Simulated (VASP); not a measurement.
Energy against volume of KTaO$_{3}$ (cubic perovskite). Calculation: TPSS meta-GGA, VASP's PBE PAW potentials (set 64) (plane waves; VASP).

| V (Å³/atom) | E (eV/atom) |
|---|---|
| 12.206 | -11.10634 |
| 12.595 | -11.13107 |
| 12.985 | -11.13909 |
| 13.374 | -11.13289 |
| 13.764 | -11.11471 |

Task: Fit a third-order Birch-Murnaghan equation of state.

Result: 
| Item | Value |
|---|---|
| volume per atom | 13.00 Å³/atom |
| bulk modulus | 193 GPa |
| pressure derivative of the bulk modulus | 4.53 |
| lattice constant a | 4.021 Å |

Measured: bulk modulus 220 GPa (computed value off by -12.3 %), as given by S. Tinte et al., Physical review. B, Condensed matter (1998), arXiv:cond-mat/9809379. The calculation is for a static lattice, while the measured bulk modulus holds thermal and zero-point effects, which are part of the difference.

The compound is KTaO3 in the cubic perovskite structure. It was relaxed first.
